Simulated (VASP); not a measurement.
Input:

```
ZnS
1.0
    1.86678    -3.23336     0.00000
    1.86678     3.23336     0.00000
    0.00000     0.00000     6.13851
Zn S
2 2
Direct
  0.66667   0.33333   0.50088
  0.33333   0.66667   0.00088
  0.66667   0.33333   0.87412
  0.33333   0.66667   0.37412
```

The numbers are results of r2SCAN meta-GGA, VASP's PBE PAW potentials (set 64) (plane waves; VASP 6.6.1), not measurements. Numerical set-up: 480 eV cut-off, 6×6×4 Γ-centred mesh, Gaussian smearing of 0.050 eV, potentials Zn S.

Problem. Predict the energy per atom (σ→0), pressure, band gap (on the k-mesh) with the smallest direct gap where there is one.

Solution. 
| Item | Result |
|---|---|
| band gap (on the k-mesh) | 3.05 eV |
| smallest direct gap (on the k-mesh) | 3.05 eV |
| energy per atom (σ→0) | -9.414 eV/atom |
| pressure | 4.98 GPa |

Only differences to runs with the same potentials and settings are physical.

The compound is ZnS in the wurtzite structure, the high-temperature form. It was relaxed first under an external pressure of 5 GPa.
